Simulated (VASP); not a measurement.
Output of a VASP run:

File OUTCAR:
```
 ion  position               nearest neighbor table
   1  0.000  0.000  0.000-   2 2.36   2 2.36   2 2.36   2 2.36   2 2.36   2 2.36
   2  0.500  0.500  0.500-   1 2.36   1 2.36   1 2.36   1 2.36   1 2.36   1 2.36
  LATTYP: Found a face centered cubic cell.
 ALAT       =     4.7195501414
 Subroutine PRICEL returns:
 Original cell was already a primitive cell.
 Subroutine GETGRP returns: Found 48 space group operations
The static configuration has the point symmetry O_h .
The dynamic configuration has the point symmetry O_h .
 Subroutine INISYM returns: Found 48 space group operations
 Subroutine IBZKPT returns following result:
 Found     72 irreducible k-points:

 Following reciprocal coordinates:
            Coordinates               Weight
  0.000000  0.000000  0.000000      1.000000
  0.083333  0.000000  0.000000      8.000000
  0.166667  0.000000  0.000000      8.000000
  0.250000  0.000000  0.000000      8.000000
  0.333333  0.000000  0.000000      8.000000
  0.416667  0.000000  0.000000      8.000000
  0.500000  0.000000  0.000000      4.000000
  0.083333  0.083333  0.000000      6.000000
  0.166667  0.083333  0.000000     24.000000
  0.250000  0.083333  0.000000     24.000000
  0.333333  0.083333  0.000000     24.000000
  0.416667  0.083333  0.000000     24.000000
  0.500000  0.083333  0.000000     24.000000
 -0.416667  0.083333  0.000000     24.000000
 -0.333333  0.083333  0.000000     24.000000
 -0.250000  0.083333  0.000000     24.000000
 -0.166667  0.083333  0.000000     24.000000
 -0.083333  0.083333  0.000000     12.000000
  0.166667  0.166667  0.000000      6.000000
  0.250000  0.166667  0.000000     24.000000
  0.333333  0.166667  0.000000     24.000000
  0.416667  0.166667  0.000000     24.000000
  0.500000  0.166667  0.000000     24.000000
 -0.416667  0.166667  0.000000     24.000000
 -0.333333  0.166667  0.000000     24.000000
 -0.250000  0.166667  0.000000     24.000000
 -0.166667  0.166667  0.000000     12.000000
  0.250000  0.250000  0.000000      6.000000
  0.333333  0.250000  0.000000     24.000000
  0.416667  0.250000  0.000000     24.000000
  0.500000  0.250000  0.000000     24.000000
 -0.416667  0.250000  0.000000     24.000000
 -0.333333  0.250000  0.000000     24.000000
 -0.250000  0.250000  0.000000     12.000000
  0.333333  0.333333  0.000000      6.000000
  0.416667  0.333333  0.000000     24.000000
  0.500000  0.333333  0.000000     24.000000
 -0.416667  0.333333  0.000000     24.000000
 -0.333333  0.333333  0.000000     12.000000
  0.416667  0.416667  0.000000      6.000000
   k-points           NKPTS =     72   k-points in BZ     NKDIM =     72   number of bands    NBANDS=     36
   number of dos      NEDOS =   1001   number of ions     NIONS =      2
   total plane-waves  NPLWV =  21952
   dimension x,y,z NGX =    28 NGY =   28 NGZ =   28
   dimension x,y,z NGXF=    56 NGYF=   56 NGZF=   56
   ions per type =               1   1
   PREC   = accura    normal or accurate (medium, high low for compatibility)
   ISTART =      0    job   : 0-new  1-cont  2-samecut
   ICHARG =      2    charge: 1-file 2-atom 10-const
   ISPIN  =      1    spin polarized calculation?
   LNONCOLLINEAR =      F non collinear calculations
   LSORBIT =      F    spin-orbit coupling
   INIWAV =      1    electr: 0-lowe 1-rand  2-diag
   ENCUT  =  520.0 eV  38.22 Ry    6.18 a.u.   6.21  6.21  6.21*2*pi/ulx,y,z
   NELM   =    100;   NELMIN=  2; NELMDL= -5     # of ELM steps
   EDIFF  = 0.1E-06   stopping-criterion for ELM
   LREAL  =      F    real-space projection
   NLSPLINE    = F    spline interpolate recip. space projectors
   LMAXMIX     =    2 max onsite mixed and CHGCAR
   VOSKOWN=      0    Vosko Wilk Nusair interpolation
   EDIFFG = 0.1E-05   stopping-criterion for IOM
   NSW    =      0    number of steps for IOM
   NBLOCK =      1;   KBLOCK =      1    inner block; outer block
   IBRION =     -1    ionic relax: 0-MD 1-quasi-New 2-CG
...
```

### OSZICAR
```
       N       E                     dE             d eps       ncg     rms          rms(c)
DAV:   1     0.139732496907E+03    0.13973E+03   -0.62658E+03  5184   0.457E+02
DAV:   2    -0.980682134974E+01   -0.14954E+03   -0.13582E+03  5936   0.171E+02
DAV:   3    -0.159048395801E+02   -0.60980E+01   -0.60261E+01  6208   0.335E+01
DAV:   4    -0.159365208679E+02   -0.31681E-01   -0.31670E-01  5944   0.247E+00
DAV:   5    -0.159366103542E+02   -0.89486E-04   -0.89469E-04  5764   0.121E-01    0.846E+00
DAV:   6    -0.143866897756E+02    0.15499E+01   -0.66116E-01  6336   0.909E+00    0.373E+00
DAV:   7    -0.142577753819E+02    0.12891E+00   -0.10718E-01  5944   0.239E+00    0.179E+00
DAV:   8    -0.142227214736E+02    0.35054E-01   -0.79636E-02  7256   0.128E+00    0.393E-01
DAV:   9    -0.142210897845E+02    0.16317E-02   -0.23155E-03  6460   0.234E-01    0.115E-01
DAV:  10    -0.142211974430E+02   -0.10766E-03   -0.14404E-04  5980   0.603E-02    0.567E-02
DAV:  11    -0.142211689757E+02    0.28467E-04   -0.32505E-05  6236   0.256E-02    0.353E-03
DAV:  12    -0.142211689241E+02    0.51574E-07   -0.31063E-07  6200   0.283E-03
   1 F= -.14221169E+02 E0= -.14221169E+02  d E =-.130485E-43
 imaginary and real dielectric function
```

OUTCAR:
```
------------------------ aborting loop because EDIFF is reached ----------------------------------------
  FORCE on cell =-STRESS in cart. coord.  units (eV):
  Direction    XX          YY          ZZ          XY          YZ          ZX
  --------------------------------------------------------------------------------------
  Total        0.0016925      0.0016925      0.0016925      0.0000000     -0.0000000      0.0000000
  in kB        0.1031829      0.1031829      0.1031829      0.0000000     -0.0000000      0.0000000
  external PRESSURE =       0.1031829 kB  Pullay stress =       0.0000000 kB
  volume of cell :       26.28
      direct lattice vectors                 reciprocal lattice vectors
     0.000000000  2.359775071  2.359775071    -0.211884601  0.211884601  0.211884601
     2.359775071  0.000000000  2.359775071     0.211884601 -0.211884601  0.211884601
     2.359775071  2.359775071  0.000000000     0.211884601  0.211884601 -0.211884601
  FREE ENERGIE OF THE ION-ELECTRON SYSTEM (eV)
  ---------------------------------------------------
  free  energy   TOTEN  =       -14.2211689241 eV

  energy  without entropy=      -14.2211689241  energy(sigma->0) =      -14.22116892

 plasma frequency squared (from intraband transitions) (eV^2)
  --------------------------------------------------------------------------------------
       0.000      -0.000       0.000
      -0.000       0.000       0.000
       0.000       0.000       0.000

 plasma frequency squared (from interband transitions, int dw w eps(2)(w)) (eV^2)
  --------------------------------------------------------------------------------------
     601.410       0.000       0.000       0.000      -0.000      -0.000
       0.000      -0.000     601.410       0.000       0.000      -0.000
      -0.000       0.000       0.000       0.000     601.410       0.000
```
(Selected blocks of OUTCAR.)

POSCAR:
```
CaO
1
    0.0000000000     2.3597750707     2.3597750707
    2.3597750707     0.0000000000     2.3597750707
    2.3597750707     2.3597750707     0.0000000000
Ca O
1 1
Direct
  0.0000000000   0.0000000000   0.0000000000
  0.5000000000   0.5000000000   0.5000000000
```

Write an INCAR and KPOINTS that could have produced this output.

This is not unique; one that fits is the input of the run itself, LDA (Ceperley-Alder, Perdew-Zunger), plane waves, VASP's LDA PAW potentials (set 64).

INCAR:
```
SYSTEM = CaO
PREC = Accurate; ENCUT = 520; LREAL = .False.
LASPH = .True.; NBANDS = 36
EDIFF = 1E-7; NELM = 100; ALGO = Normal
ISMEAR = 0; SIGMA = 0.01
LWAVE = .False.; LCHARG = .False.; NEDOS = 1001
LOPTICS = .True.; CSHIFT = 0.1
```

File KPOINTS:
```
Automatic mesh
0
Gamma
12 12 12
0 0 0
```

POTCAR, in this order: Ca_sv O (LDA.64 set). Program: vasp_std.

The compound is CaO in the rock salt structure. It was relaxed first, which changed the volume by -6 %.
